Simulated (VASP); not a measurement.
All values below come from vdW-DF2, VASP's PBE PAW potentials (set 64) (plane waves; VASP).

VASP ran on this input.

INCAR:
```
AGGAC=0.0
ALGO=Normal
EDIFF=1E-7
ENCUT=520
GGA=ML
ISIF=2
ISMEAR=-5
LASPH=.True.
LCHARG=.True.
LEFG=.True.
LMAXMIX=4
LORBIT=11
LREAL=.False.
LUSE_VDW=.True.
LWAVE=.False.
NEDOS=601
NELM=100
PREC=Accurate
SYSTEM=MoSi2
ZAB_VDW=-1.8867
```

File KPOINTS:
```
kpoints
0
gamma
  15 15 15
0 0 0
```

POSCAR:
```
MoSi2
1
   -1.6443870602     1.6443870602     4.0037907383
    1.6443870602    -1.6443870602     4.0037907383
    1.6443870602     1.6443870602    -4.0037907383
Si Mo
2 1
Direct
  0.6635958266   0.6635958266   0.0000000000
  0.3364041734   0.3364041734   0.0000000000
  0.0000000000   0.0000000000   0.0000000000
```

POTCAR, in this order: Si Mo_sv (PBE.64 set). Program: vasp_std.

Question: Predict the energy per atom (σ→0), band gap (on the k-mesh).

Answer: 
The energy per atom (σ→0) is -4.775 eV/atom and the band gap (on the k-mesh) is none (metal, semimetal or under 0.01 eV).

### OSZICAR
```
...
DAV:  10    -0.143255572610E+02   -0.82234E-03   -0.23562E-03 10236   0.384E-01    0.436E-02
DAV:  11    -0.143256276459E+02   -0.70385E-04   -0.55238E-04 10362   0.186E-01    0.433E-02
DAV:  12    -0.143256371716E+02   -0.95258E-05   -0.96320E-05 10314   0.656E-02    0.704E-03
DAV:  13    -0.143256412890E+02   -0.41174E-05   -0.12363E-05  9844   0.259E-02    0.405E-03
DAV:  14    -0.143256414018E+02   -0.11273E-06   -0.27518E-07 11685   0.409E-03    0.110E-03
DAV:  15    -0.143256417416E+02   -0.33987E-06   -0.19738E-07  9109   0.357E-03    0.211E-04
DAV:  16    -0.143256417696E+02   -0.27942E-07   -0.10750E-09  4831   0.274E-04
   1 F= -.14325642E+02 E0= -.14325642E+02  d E =0.000000E+00
```

The compound is MoSi2 in the MoSi2 type structure. It was relaxed first, which changed the volume by +7 %.
